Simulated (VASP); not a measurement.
OSZICAR of a VASP run on SiO2 (relaxed from the layer:2H-MoS2 structure):

**OSZICAR**
```
       N       E                     dE             d eps       ncg     rms          rms(c)
DAV:   1     0.694799116011E+02    0.69480E+02   -0.59627E+03  1384   0.361E+02
DAV:   2    -0.292875095178E+02   -0.98767E+02   -0.94325E+02  1760   0.120E+02
DAV:   3    -0.334747394794E+02   -0.41872E+01   -0.41398E+01  1708   0.214E+01
DAV:   4    -0.335158298484E+02   -0.41090E-01   -0.41085E-01  1628   0.224E+00
DAV:   5    -0.335164214146E+02   -0.59157E-03   -0.59156E-03  1568   0.235E-01    0.113E+01
DAV:   6    -0.287183397016E+02    0.47981E+01   -0.13633E+00  1500   0.647E+00    0.512E+00
DAV:   7    -0.270864218636E+02    0.16319E+01   -0.54645E-01  1608   0.324E+00    0.299E+00
DAV:   8    -0.287914215567E+02   -0.17050E+01   -0.35546E-01  1500   0.310E+00    0.884E-01
DAV:   9    -0.262648872396E+02    0.25265E+01   -0.21769E-01  1508   0.221E+00    0.313E-01
DAV:  10    -0.262951802785E+02   -0.30293E-01   -0.27683E-02  1600   0.816E-01    0.241E-01
DAV:  11    -0.262848396876E+02    0.10341E-01   -0.28958E-03  1460   0.235E-01    0.190E-01
DAV:  12    -0.261936930949E+02    0.91147E-01   -0.38649E-02  1544   0.992E-01    0.263E-01
DAV:  13    -0.261983642118E+02   -0.46711E-02   -0.12048E-03  1512   0.148E-01    0.230E-01
DAV:  14    -0.262112040466E+02   -0.12840E-01   -0.73263E-04  1476   0.130E-01    0.187E-01
DAV:  15    -0.262393087100E+02   -0.28105E-01   -0.84252E-03  1400   0.445E-01    0.864E-02
DAV:  16    -0.262362962144E+02    0.30125E-02   -0.88696E-04  1460   0.142E-01    0.709E-02
DAV:  17    -0.262279912894E+02    0.83049E-02   -0.46732E-03  1368   0.307E-01    0.721E-02
DAV:  18    -0.262276443217E+02    0.34697E-03   -0.18343E-04  1516   0.680E-02    0.507E-02
DAV:  19    -0.262286001867E+02   -0.95586E-03   -0.19410E-04  1392   0.712E-02    0.674E-02
DAV:  20    -0.262338867231E+02   -0.52865E-02   -0.33036E-03  1372   0.256E-01    0.369E-02
DAV:  21    -0.262333982534E+02    0.48847E-03   -0.11137E-03  1368   0.150E-01    0.351E-02
DAV:  22    -0.262333053764E+02    0.92877E-04   -0.17396E-04  1444   0.583E-02    0.284E-02
DAV:  23    -0.262334868335E+02   -0.18146E-03   -0.44387E-05  1400   0.364E-02    0.263E-02
DAV:  24    -0.262339581643E+02   -0.47133E-03   -0.56685E-04  1380   0.107E-01    0.208E-02
DAV:  25    -0.262342743868E+02   -0.31622E-03   -0.16713E-04  1408   0.619E-02    0.232E-02
DAV:  26    -0.262343044986E+02   -0.30112E-04   -0.52401E-06  1620   0.118E-02    0.186E-02
DAV:  27    -0.262341751362E+02    0.12936E-03   -0.41906E-05  1384   0.312E-02    0.499E-03
DAV:  28    -0.262342747190E+02   -0.99583E-04   -0.90365E-05  1404   0.440E-02    0.787E-03
DAV:  29    -0.262342623057E+02    0.12413E-04   -0.36690E-06  1612   0.908E-03    0.720E-03
DAV:  30    -0.262342518042E+02    0.10501E-04   -0.14543E-06  1500   0.586E-03    0.521E-03
DAV:  31    -0.262342850217E+02   -0.33217E-04   -0.34239E-06  1392   0.856E-03    0.379E-03
DAV:  32    -0.262342926628E+02   -0.76412E-05   -0.32900E-06  1424   0.871E-03    0.328E-03
DAV:  33    -0.262342900212E+02    0.26416E-05   -0.11352E-06  1416   0.531E-03    0.145E-03
DAV:  34    -0.262342967466E+02   -0.67254E-05   -0.23290E-06  1396   0.679E-03    0.278E-04
DAV:  35    -0.262342962009E+02    0.54569E-06   -0.41908E-07  1436   0.316E-03    0.221E-04
DAV:  36    -0.262342966151E+02   -0.41420E-06   -0.84883E-08  1368   0.144E-03    0.139E-04
DAV:  37    -0.262342973173E+02   -0.70222E-06   -0.10000E-07  1368   0.156E-03    0.443E-05
DAV:  38    -0.262342975724E+02   -0.25513E-06   -0.85096E-08  1380   0.140E-03    0.436E-05
DAV:  39    -0.262342975468E+02    0.25613E-07   -0.75050E-09  1220   0.438E-04
   1 F= -.26234298E+02 E0= -.26234298E+02  d E =-.409475E-27
 imaginary and real dielectric function
```

Problem. Which electronic solver shows in the log?

Solution. It is blocked Davidson (ALGO = Normal, or the opening steps of other solvers). The INCAR had ALGO = Normal.

Problem. Can the final energy be trusted as converged?

Solution. The run converged. It stopped with EDIFF = 1E-7, NELM = 100 (r2SCAN meta-GGA, plane waves, VASP's PBE PAW potentials (set 64)). The cell holds a wide vacuum, so values per volume refer to the whole cell.

The cell is a sheet with vacuum, built from a generated structure.
